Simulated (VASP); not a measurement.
A run of VASP 6.6.1:

File INCAR:

```
SYSTEM = P
  PREC = Accurate
  ENCUT = 520
  EDIFF = 1E-7
  ISMEAR = 0
  SIGMA = 0.1
  LREAL = .FALSE.
  LASPH = .TRUE.
  NELM = 80
  ALGO = Normal
  ISIF = 3
  LWAVE = .FALSE.
  LCHARG = .FALSE.
  GGA = CA
  IBRION = 2
  NSW = 80
  EDIFFG = -0.002
  PSTRESS = 250
```

KPOINTS

```
Automatic mesh
0
G
  15 15 15
  0 0 0
```

File POSCAR:

```
P                                       
1.0
    1.6246948849      0.9380180749      2.6536082744
   -1.6246948849      0.9380180749      2.6536082744
   -0.0000000000     -1.8760359301      2.6536082001
  P             
     2
Direct
     0.2499306696280316    0.2499306696280316    0.2499306696492509
     0.7500693303719683    0.7500693303719683    0.7500693303507491
```

Potentials or basis: VASP PAW LDA potentials, release 64 (P).

Command:

```sh
$ cat potpaw_LDA.64/P/POTCAR > POTCAR
$ mpirun -np 1 vasp_std > vasp.out
```

Hardware: 1 thread of Intel(R) Xeon(R) 6975P-C (Granite Rapids), on a shared host.

Problem. How long does it take, and how much memory?

Solution. It took 19 s on 1 thread of Intel(R) Xeon(R) 6975P-C (Granite Rapids), on a shared host, peak memory 0.17 GiB. Counts: scf iterations 13, k points 344, ion steps 2.
